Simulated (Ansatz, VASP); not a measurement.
# Cross-check of TiSeS between VASP and Ansatz

Aim: how closely do two programs agree when they are given the same cell, functional and k mesh? The cell is taken from a series of runs on this material, whose earlier steps may have relaxed, scaled, displaced or heated it; both programs get it as it stands.

Program: Ansatz 0.2.0. Level of theory: plane waves, with VASP 6.6.1 beside it; single point at PBEsol. Results are calculated unless marked as measured.

### Step 1. The starting structure

The cell holds 6 atoms: 2 Ti, 2 S and 2 Se. Its edges and angles: a = 3.410 Å, b = 5.906 Å, c = 30.000 Å, α = 90.0°, β = 90.0°, γ = 90.0°. It derives from TiSeS. Vacuum lies along c.

Coordinates:

```cif
data_structure
_symmetry_space_group_name_H-M 'P 1'
_symmetry_Int_Tables_number 1
_cell_length_a 3.4100
_cell_length_b 5.9064
_cell_length_c 30.0000
_cell_angle_alpha 90.000
_cell_angle_beta 90.000
_cell_angle_gamma 90.000
_cell_volume 604.23
loop_
_atom_site_label
_atom_site_type_symbol
_atom_site_fract_x
_atom_site_fract_y
_atom_site_fract_z
_atom_site_occupancy
Ti1 Ti 0.00000 0.00000 0.33532 1
Ti2 Ti 0.50000 0.50000 0.33532 1
S3 S 0.00000 0.33333 0.38014 1
S4 S 0.50000 0.83333 0.38014 1
Se5 Se 0.50000 0.16667 0.28121 1
Se6 Se 0.00000 0.66667 0.28121 1
```

### Step 2. VASP: single point, PBEsol, pair 1

With cell and atoms fixed, the geometry can't cause a difference; cores, projectors, grids and the points listed under the comparison can.

Lines of VASP's logs that name or quote its potential files are left out, and so is its time.

The input, INCAR:

```
SYSTEM = TiSeS
PREC = Accurate
ENCUT = 400
EDIFF = 1E-06
NELM = 120
ISMEAR = 1
SIGMA = 0.15
LREAL = .FALSE.
ALGO = Normal
GGA = PS
NBANDS = 30
LASPH = .TRUE.
LORBIT = 11
LWAVE = .FALSE.
LCHARG = .FALSE.
ISIF = 2
LDIPOL = .TRUE.
IDIPOL = 3
DIPOL = 0.5 0.5 0.332
LVHAR = .TRUE.
GGA_COMPAT = .FALSE.
NELMDL = -8
KPAR = 2
```

The input, POSCAR:

```
TiSeS
1.0
    3.4100483429      0.0000000000      0.0000000000
    0.0000000000      5.9063769861      0.0000000000
    0.0000000000      0.0000000000     30.0000000000
Ti S Se
2 2 2
Direct
    0.0000000000      0.0000000000      0.3353172443
    0.5000000000      0.5000000000      0.3353172443
    0.0000000000      0.3333333333      0.3801414236
    0.5000000000      0.8333333333      0.3801414236
    0.5000000000      0.1666666667      0.2812079988
    0.0000000000      0.6666666667      0.2812079988
```

The input, KPOINTS:

```
Automatic mesh
0
Gamma
10 6 1
0 0 0
```

The projector-augmented-wave data sets are Ti_sv, S and Se (PBE family, release 64).

On the command line:

```console
$ mpirun -np 2 vasp_std
```

Numbers of over 12 decimals in the logs are rounded to 6 here.

The program printed:

```text
[banner, memory and clock lines left out]
running    2 mpi-ranks, on    1 nodes
 distrk:  each k-point on    1 cores,    2 groups
 distr:  one band on    1 cores,    1 groups

 POSCAR found type information on POSCAR TiS Se
 POSCAR found :  3 types and       6 ions
|                                                                             |
|               ----> ADVICE to this user running VASP <----                  |
|                                                                             |
|     You enforced a specific xc type in the INCAR file but a different       |
|     [... a line on the potential file left out ...]
|     I HOPE YOU KNOW WHAT YOU ARE DOING!                                     |
|                                                                             |

 LDA part: xc-table for (Slater+PW92), standard interpolation
 POSCAR, INCAR and KPOINTS ok, starting setup
 FFT: planning ... GRIDC
 FFT: planning ... GRID_SOFT
 FFT: planning ... GRID
 WAVECAR not read
 entering main loop
       N       E                     dE             d eps       ncg     rms          rms(c)
DAV:   1     0.395587830226E+03    0.39559E+03   -0.18490E+04  1816   0.101E+03
DAV:   2     0.172454662048E+02   -0.37834E+03   -0.36958E+03  2006   0.290E+02
DAV:   3    -0.410469580692E+02   -0.58292E+02   -0.57625E+02  2122   0.109E+02
DAV:   4    -0.466035300010E+02   -0.55566E+01   -0.55398E+01  2148   0.319E+01
DAV:   5    -0.470465458632E+02   -0.44302E+00   -0.44296E+00  2000   0.632E+00
DAV:   6    -0.470515769403E+02   -0.50311E-02   -0.50308E-02  2048   0.106E+00
DAV:   7    -0.470517065633E+02   -0.12962E-03   -0.12962E-03  2152   0.156E-01
DAV:   8    -0.470517093128E+02   -0.27495E-05   -0.27488E-05  1960   0.227E-02    0.197E+01
DAV:   9    -0.428336568370E+02    0.42181E+01   -0.54359E+01  1920   0.541E+01    0.137E+01
DAV:  10    -0.414500148053E+02    0.13836E+01   -0.32655E+01  1950   0.394E+01    0.796E+00
DAV:  11    -0.405295646980E+02    0.92045E+00   -0.57651E+00  1858   0.176E+01    0.250E+00
DAV:  12    -0.405388607190E+02   -0.92960E-02   -0.32279E-01  2120   0.291E+00    0.205E+00
DAV:  13    -0.404941483977E+02    0.44712E-01   -0.15449E-01  1912   0.281E+00    0.690E-01
DAV:  14    -0.404922425264E+02    0.19059E-02   -0.93964E-03  1692   0.648E-01    0.262E-01
[...]
DAV:  23    -0.404926376685E+02   -0.37317E-04   -0.94306E-07   958   0.740E-03    0.425E-03
DAV:  24    -0.404927010480E+02   -0.63380E-04   -0.36260E-06  1234   0.745E-03    0.282E-03
DAV:  25    -0.404927159617E+02   -0.14914E-04   -0.36670E-07   914   0.271E-03    0.999E-04
DAV:  26    -0.404927339843E+02   -0.18023E-04   -0.66323E-07  1028   0.211E-03    0.789E-04
DAV:  27    -0.404927429251E+02   -0.89408E-05   -0.36547E-07   958   0.138E-03    0.535E-04
DAV:  28    -0.404927471444E+02   -0.42193E-05   -0.10709E-07   822   0.121E-03    0.368E-04
DAV:  29    -0.404927482084E+02   -0.10639E-05   -0.37296E-08   720   0.774E-04    0.219E-04
DAV:  30    -0.404927491641E+02   -0.95569E-06   -0.22722E-08   720   0.560E-04
   1 F= -.40492749E+02 E0= -.40492772E+02  d E =0.694851E-04
```

From OUTCAR (step 2):

```text
ion  position               nearest neighbor table
   1  0.000  0.000  0.335-   3 2.38   4 2.38   4 2.38   6 2.55   5 2.55   5 2.55
   2  0.500  0.500  0.335-   4 2.38   3 2.38   3 2.38   5 2.55   6 2.55   6 2.55
   3  0.000  0.333  0.380-   1 2.38   2 2.38   2 2.38
   4  0.500  0.833  0.380-   2 2.38   1 2.38   1 2.38
   5  0.500  0.167  0.281-   2 2.55   1 2.55   1 2.55
   6  0.000  0.667  0.281-   1 2.55   2 2.55   2 2.55

  LATTYP: Found a simple orthorhombic cell.
 ALAT       =     3.4100483429
 B/A-ratio  =     1.7320508075
 C/A-ratio  =     8.7975292381

 Subroutine GETGRP returns: Found  2 space group operations
 (whereof  2 operations were pure point group operations)

The static configuration has the point symmetry C_1h.

 Found     24 irreducible k-points:

   k-points           NKPTS =     24   k-points in BZ     NKDIM =     24   number of bands    NBANDS=     30

   dimension x,y,z NGX =    24 NGY =   40 NGZ =  196
   dimension x,y,z NGXF=    48 NGYF=   80 NGZF=  392

   ENCUT  =  400.0 eV  29.40 Ry    5.42 a.u.   5.56  9.63 48.92*2*pi/ulx,y,z

   NELECT =      48.0000    total number of electrons

 k-points in reciprocal lattice and weights: Automatic mesh
   0.00000000  0.00000000  0.00000000       0.017
   0.10000000  0.00000000  0.00000000       0.033
   0.20000000  0.00000000  0.00000000       0.033
   0.30000000  0.00000000  0.00000000       0.033
   0.40000000  0.00000000  0.00000000       0.033
   0.50000000  0.00000000  0.00000000       0.017
   0.00000000  0.16666667  0.00000000       0.033
   0.10000000  0.16666667  0.00000000       0.067
   0.20000000  0.16666667  0.00000000       0.067
[...]
0.40000000  0.50000000  0.00000000       0.033
   0.50000000  0.50000000  0.00000000       0.017

 dipolmoment           0.000000      0.000000      0.004105 electrons x Angstroem

 average (electrostatic) potential at core
       1 -84.6758       2 -84.6758       3 -94.6710       4 -94.6710       5 -61.0494
       6 -61.0494

 E-fermi :  -3.3293

 k-point     1 :       0.0000    0.0000    0.0000
  band No.  band energies     occupation
    ...
     19      -5.9810      2.00000
     20      -5.3490      2.00000
     21      -4.9716      2.00000
     22      -4.3826      2.00000
     23      -3.3513      1.24512
     24      -2.8586     -0.00008
     25      -2.8573     -0.00008
     26      -2.8017     -0.00001
     27      -2.8016     -0.00001
     28      -2.3266     -0.00000
    ...

 k-point     2 :       0.1000    0.0000    0.0000
  band No.  band energies     occupation
    ...
     20      -5.3567      2.00000
     21      -5.0165      2.00000
     22      -4.7309      2.00000
     23      -3.7115      2.00186
     24      -3.4628      2.01941
     25      -2.9424     -0.00161
     26      -2.6191     -0.00000
     27      -2.3170     -0.00000
     28      -2.0379     -0.00000
     29      -1.7627     -0.00000
    ...

 k-point     3 :       0.2000    0.0000    0.0000
  band No.  band energies     occupation
    ...
     20      -5.7603      2.00000
     21      -5.4790      2.00000
     22      -4.9217      2.00000
     23      -4.4664      2.00000
     24      -4.0925      2.00000
     25      -2.6063     -0.00000
     26      -2.4670     -0.00000
     27      -2.0549     -0.00000
     28      -1.7338     -0.00000
     29      -1.7186     -0.00000
    ...

  Total        0.0124124      0.0237910     -0.1232004      0.0000000     -0.0425854      0.0000000
  in kB        0.0329127      0.0630841     -0.3266778      0.0000000     -0.1129194      0.0000000
  external PRESSURE =      -0.0768936 kB  Pullay stress =       0.0000000 kB

  energy-cutoff  :      400.00
  volume of cell :      604.23
      direct lattice vectors                 reciprocal lattice vectors
     3.410048343  0.000000000  0.000000000     0.293250975  0.000000000  0.000000000
     0.000000000  5.906376986  0.000000000     0.000000000  0.169308529  0.000000000
     0.000000000  0.000000000 30.000000000     0.000000000  0.000000000  0.033333333

 POSITION                                       TOTAL-FORCE (eV/Angst)
 -----------------------------------------------------------------------------------
      0.00000      0.00000     10.05952        -0.000000      0.008955     -0.000447
      1.70502      2.95319     10.05952         0.000000      0.008955     -0.000447
      0.00000      1.96879     11.40424        -0.000000     -0.012095      0.011370
      1.70502      4.92198     11.40424        -0.000000     -0.012095      0.011370
      1.70502      0.98440      8.43624        -0.000000      0.003139     -0.010923
      0.00000      3.93758      8.43624        -0.000000      0.003139     -0.010923
 -----------------------------------------------------------------------------------
    total drift:                                0.000000     -0.000508      0.000005

  FREE ENERGIE OF THE ION-ELECTRON SYSTEM (eV)
  ---------------------------------------------------
  free  energy   TOTEN  =       -40.4927491641 eV

  energy  without entropy=      -40.4928186492  energy(sigma->0) =      -40.49277233

 vacuum level on the upper side and lower side of the slab         2.141         2.104

 total charge
# of ion       s       p       d       tot
------------------------------------------
    1        2.190   6.190   1.856  10.237
    2        2.190   6.190   1.856  10.237
    3        1.347   2.378   0.000   3.725
    4        1.347   2.378   0.000   3.725
    5        1.478   2.339   0.036   3.853
    6        1.478   2.339   0.036   3.853
--------------------------------------------------
tot         10.031  21.815   3.785  35.631

[... 3 further parts left out ...]
```

This run has no spin polarisation, so a moment on Ti, if there is one, isn't seen.

### Step 3. Ansatz: single point, PBEsol, pair 1

Ansatz runs on its default PAW (the set named soft_2) files.

The same cell, functional, mesh and smearing now go to Ansatz, which takes its cutoff from its data sets.

The input, input.yaml:

```yaml
crystal:
  lattice:
    - [3.4100483429, 0.0, 0.0]
    - [0.0, 5.9063769861, 0.0]
    - [0.0, 0.0, 30.0]
  atoms:
    - { symbol: Ti, position: [0.0, 0.0, 0.3353172443] }
    - { symbol: Ti, position: [0.5, 0.5, 0.3353172443] }
    - { symbol: S, position: [0.0, 0.3333333333, 0.3801414236] }
    - { symbol: S, position: [0.5, 0.8333333333, 0.3801414236] }
    - { symbol: Se, position: [0.5, 0.1666666667, 0.2812079988] }
    - { symbol: Se, position: [0.0, 0.6666666667, 0.2812079988] }
  periodic: [true, true, false]
kpoints:
  mp_grid: { grid: [10, 6, 1] }
hamiltonian:
  xc: pbesol
scf:
  occupations: { method: methfessel_paxton, width: 0.15 }
output:
  forces: true
  stress: true
  eigenvalues: true
```

On the command line:

```console
$ ansatz run input.yaml --threads 8 --pin off --max-ram 14336MiB --backend cpu --events-out ev --progress --plain --runs-dir out
```

The program printed:

```text
Engine: ansatz 0.2.0, aarch64-unknown-linux-gnu
Pseudopotentials: kind: paw
Pseudopotential: Ti, paw, valence charge 12, recommended cutoff 420 eV (normal), Ti.paw.azcp
Pseudopotential: S, paw, valence charge 6, recommended cutoff 420 eV (normal), S.paw.azcp
Pseudopotential: Se, paw, valence charge 16, recommended cutoff 420 eV (normal), Se.paw.azcp
Functional definition: PBEsol
  exchange = pbesol_x
  correlation = pbesol_c
Crystal: 6 atoms, lattice volume = 604.231 Å³
Basis set: ecut = 420 eV, 11829 PW (Γ), exchange–correlation on 48×80×432 points (8 copies of the dense FFT grid, shifted against one another)
Bands: 41, of which v1, the nominal top of the filled ones, is band 34 counted from 1 (33 counted from 0)
Symmetry: 4 space group operations
Space group: P3m1 (ITA 156), of the structure as read, at distance tolerance 8.5e-5 Å
k-points: 24 of 60 (time reversal used)
Non-local potential: Ti, projectors of the file, l = 0: 3, l = 1: 2, l = 2: 3, l = 3: 1
Non-local potential: S, projectors of the file, l = 0: 2, l = 1: 2, l = 2: 2
Non-local potential: Se, projectors of the file, l = 0: 2, l = 1: 2, l = 2: 3, l = 3: 1
PAW form: soft (Blöchl's): semilocal exchange-correlation on the pseudo side does not see the compensation charge
PAW frozen core: Ti, regenerated for the run's functional, and the local potential with it (the file was generated under x = pbe(κ = 0.804, μ = 0.219515), c = pbe(β = 0.066725))
PAW frozen core: S, regenerated for the run's functional, and the local potential with it (the file was generated under x = pbe(κ = 0.804, μ = 0.219515), c = pbe(β = 0.066725))
PAW frozen core: Se, regenerated for the run's functional, and the local potential with it (the file was generated under x = pbe(κ = 0.804, μ = 0.219515), c = pbe(β = 0.066725))
PAW one-centre angular grid: Ti, 590 points (default); XC on 64 Gauss nodes
PAW one-centre angular grid: S, 110 points (default); XC on 64 Gauss nodes
PAW one-centre angular grid: Se, 590 points (default); XC on 64 Gauss nodes
Initial density: superposition of atomic densities (neutral atoms: chi_scale 0, normalization atom), corrected by the library's trained network
Initial wavefunctions: pseudopotential atomic-orbital guess
Functional: x = pbesol(κ = 0.804, μ = 0.123457), c = pbesol(β = 0.046)
SCF iter   1: F=—  HF=-17573.433062 eV  |F-HF|=—  |Δ(HF+E_count)|=         —  Δρ=3.10e-3  dr2=4.66e-1  ethr=1.77e-3  ⟨swp⟩=9.8  Hψ=5164  notcnv=0
preconditioner: auto → LDOS  [metal: Δε(μ)=0.040 eV  Ē_g=6.811 eV  σ=0.150 eV  W_gap=0.22  n_scr=58 (ndim 8)  ℏωp=8.5 eV  f_vac=0.774  D(μ)=1.30/eV (n_scr^D=4)  β→1.0]
SCF iter   2: F=—  HF=-17573.594884 eV  |F-HF|=—  |Δ(HF+E_count)|=   1.62e-1  S|Δr|=    0.00e0  Δρ=6.95e-3  dr2=2.65e0  ethr=6.85e-4  ⟨swp⟩=3.0  Hψ=1872  notcnv=0  defer=23  recentre
SCF iter   3: F=—  HF=-17573.393435 eV  |F-HF|=—  |Δ(HF+E_count)|=   2.01e-1  S|Δr|=    0.00e0  Δρ=1.36e-3  dr2=7.37e-2  ethr=6.85e-4  ⟨swp⟩=2.9  Hψ=1582  notcnv=0  defer=23
SCF iter   4: F=—  HF=-17573.388199 eV  |F-HF|=—  |Δ(HF+E_count)|=   5.24e-3  S|Δr|=    0.00e0  Δρ=2.81e-4  dr2=9.31e-4  ethr=1.08e-4  ⟨swp⟩=2.0  Hψ=1511  notcnv=0  defer=23
SCF iter   5: F=—  HF=-17573.388527 eV  |F-HF|=—  |Δ(HF+E_count)|=   3.28e-4  S|Δr|=    0.00e0  Δρ=1.09e-4  dr2=1.37e-4  ethr=1.37e-6  ⟨swp⟩=3.1  Hψ=1847  notcnv=0  defer=23
SCF iter   6: F=—  HF=-17573.388541 eV  |F-HF|=—  |Δ(HF+E_count)|=   1.42e-5  S|Δr|=    0.00e0  Δρ=2.71e-5  dr2=9.42e-6  ethr=2.02e-7  ⟨swp⟩=2.7  Hψ=1441  notcnv=0  defer=23
SCF iter   7: F=—  HF=-17573.388645 eV  |F-HF|=—  |Δ(HF+E_count)|=   1.04e-4  S|Δr|=    0.00e0  Δρ=6.65e-6  dr2=3.18e-7  ethr=1.39e-8  ⟨swp⟩=3.1  Hψ=1886  notcnv=0  defer=23
SCF iter   8: F=-17573.388646 eV  HF=-17573.388646 eV  |F-HF|=2.47e-7  |Δ(HF+E_count)|=   6.69e-7  S|Δr|=    0.00e0  Δρ=2.24e-6  dr2=2.09e-8  ethr=1.47e-10  ⟨swp⟩=16.7  Hψ=5838  notcnv=0
SCF 1 converged in 8 iterations: F = -17573.388646 eV  dr2 = 2.09e-8
  greatest PAW one-centre occupation: 1.000 electrons in one spin orbital (limit 2), on the Se atom at site 5 (counted from 0), in its partial waves of l = 2
SCF converged after 8 iterations
Stability not checked: this state was not tested for a lower state beside it, because cold or Methfessel-Paxton smearing, or corrected tetrahedra, fill the levels in a way that the test cannot read (fill_not_monotonic; see scf.lower_state_search)
Free energy (F): -17573.388646 eV
Harris-Foulkes:  -17573.388646 eV  (|F-HF|=2.47e-7)
Internal energy: -17573.388776 eV  (E = F + TS)
E sigma→0 (E₀):  -17573.388679 eV
Entropy (-TS):   0.000130 eV (0.022 meV/atom)
Fermi energy:    -5.454408 eV
Step filling:    the computed levels leave a gap of 0.0016 eV = 0.0 smearing widths at the electron count; against every level under it full and every level over it empty, smearing changes F+E_penalty+E_count by -0.664 meV and its σ→0 estimate by -0.696 meV
--- Per-component energies (eV) ---
  E_band       = -2117.066421
  E_kinetic    = 996.355539
  E_local      = -133236.509781  (includes V_loc(G=0)·N_el)
  E_nonlocal   = -1113.104341
  E_hartree    = 65882.077078
  E_xc         = -594.326793
  E_vxc        = -616.448254  (∫ρ·V_xc dr)
  E_paw        = -6946.710915  (= ΣΔE_a)
  E_vpaw       = 88.492448  (= ΣTr[D̂ρ^β])
  E_aug_tail   = -0.000922  (compensation charges beyond the density's cutoff)
  E_ewald      = 57436.411791
  E_core_change = 2.419568  (= ΣΔE_core)
  E_smearing   = 0.000130  (= −TS)
  E_closure    = -0.000000  (closes the sum)
  Σ components = -17573.388646   (vs F -17573.388646, Δ=0.00e0)
--- Forces (eV/Å), atoms counted from 1 ---
  atom   1  Ti     0.00000000     0.00895280    -0.00479985
  atom   2  Ti     0.00000000     0.00895280    -0.00479985
  atom   3  S      0.00000000    -0.01195567    -0.01494028
  atom   4  S      0.00000000    -0.01195567    -0.01494028
  atom   5  Se     0.00000000     0.00300010     0.01974724
  atom   6  Se     0.00000000     0.00300010     0.01974724
  max |Σ_I F_I| component: 1.42e-5 eV/Å
--- 2D stress c σ (N/m, compression-positive) ---
        0.062058       0.000000       0.000000
        0.000000       0.070397       0.000000
        0.000000       0.000000       0.000000
  P = ½ c Tr σ = 0.0662 N/m
--- Band table (eV; the first three rows and the last of 24) ---
  k-point 0: bands = [... 30 lower, -7.1027, -6.5116, -5.4756, -4.9828, -4.9817, -4.9322, -4.9321, -4.4495, ... 3 higher]
  k-point 1: bands = [... 30 lower, -6.8743, -6.5087, -5.8330, -5.5122, -5.4336, -4.7882, -4.4293, -4.1831, ... 3 higher]
  k-point 2: bands = [... 30 lower, -7.0370, -6.5557, -6.4704, -5.9915, -5.3190, -4.9054, -4.0444, -3.9392, ... 3 higher]
  k-point 23: bands = [... 30 lower, -7.4788, -7.4788, -6.5117, -6.5117, -5.4772, -5.4772, -3.9047, -3.9047, ... 3 higher]
```

### Step 4. Side by side

Known differences besides the potentials themselves: Ansatz cuts the interaction across the vacuum, VASP repeats the sheet with a dipole correction; the data sets hold 68 valence electrons in Ansatz (on its default PAW (the set named soft_2) files) and 48 in VASP; the cutoff is 420 eV in Ansatz and 400 eV in VASP; Ansatz makes its cores anew for this functional, VASP keeps those of its PBE data sets. Total energies have different zeros and are not compared.

At this near-relaxed geometry the largest component of a force difference is 31 meV/Å. With vacuum in the cell, a pressure given here is an average over mostly empty space and none of the material.

### Step 5. Further runs

Further runs change the set-up of one program: Ansatz's method, potentials or start, or VASP's data sets, cutoff or form of LDA. The table gives that difference for each run.

```tsv
run	r.m.s. force difference (meV/Å)
as above	14
VASP with the data sets Ti, S and Se_sv_GW and a cutoff of 620 eV	28
```

[end of part 1 of 2]

[Lines on the potential files, build, host, timing and source positions are cut from VASP's logs without a mark.]

[Logs are printed without paths, hosts, clocks, repeated set-up lines and the standing remarks that a program may print on its own settings, such as how far it seeks lower states.]

[Hosts, paths, dates, database ids (printed as entryN), source tags and the programs' standing remarks are cut or masked in the printed files.]
